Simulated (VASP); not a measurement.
Input:

```
CELL_PARAMETERS angstrom
      4.64831     0.00000     0.00000
      0.00000     4.64831     0.00000
      0.00000     0.00000     4.64831
ATOMIC_POSITIONS crystal
  Mg 0.00000 0.00000 0.00000
  Sn 0.50000 0.50000 0.00000
  Sn 0.00000 0.50000 0.50000
  Sn 0.50000 0.00000 0.50000
```

These are PBEsol GGA, VASP's PBE PAW potentials (set 64) (plane waves; VASP 6.6.1) values and carry that method's errors. Run with 400 eV cut-off, 8×8×8 Γ-centred mesh, tetrahedra with Blöchl corrections, potentials Mg Sn_d.

Q: The job: MgSn3 (space group Pm-3m), 4 atoms, PBEsol, static run, 400 eV, 8×8×8 Γ-centred mesh. Roughly how much core time does it take on a busy server core?

A: About 30 core-seconds (one run on a shared machine, a rough figure). It had 35 irreducible k-points, 26 bands, up to 1856 plane waves and 15 electronic steps.

The structure comes from a computed database's MgSn3 entry (Pm-3m); how it stands against other phases isn't given here. It was relaxed first.
